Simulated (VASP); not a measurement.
Shape and ions are relaxed at each volume.

Here is the system:

```yaml
crystal:
  lattice:
    - [4.64501, 0.00000, 0.00000]
    - [0.00000, 4.64501, 0.00000]
    - [0.00000, 0.00000, 3.06885]
  atoms:
    - { symbol: Mg, position: [0.00000, 0.00000, 0.00000] }
    - { symbol: Mg, position: [0.50000, 0.50000, 0.50000] }
    - { symbol: F, position: [0.30272, 0.30272, 0.00000] }
    - { symbol: F, position: [0.80272, 0.19728, 0.50000] }
    - { symbol: F, position: [0.19728, 0.80272, 0.50000] }
    - { symbol: F, position: [0.69728, 0.69728, 0.00000] }
```

Calculation: optB88-vdW, VASP's PBE PAW potentials (set 64) (plane waves; VASP). Numerical set-up: 520 eV cut-off, 5×5×7 Γ-centred mesh, Gaussian smearing of 0.050 eV, potentials Mg F.

### Question
Give the energy at these volumes per atom, relative to the lowest: 10.34, 10.67, 11.00, 11.33, 11.66 Å³.

### Answer
15.5, 4.0, 0.0, 2.3, 9.9 meV/atom. A third-order Birch-Murnaghan fit gives B0 = 100 GPa and B0′ = 4.4.

The compound is MgF2 in the rutile structure. It was relaxed first.
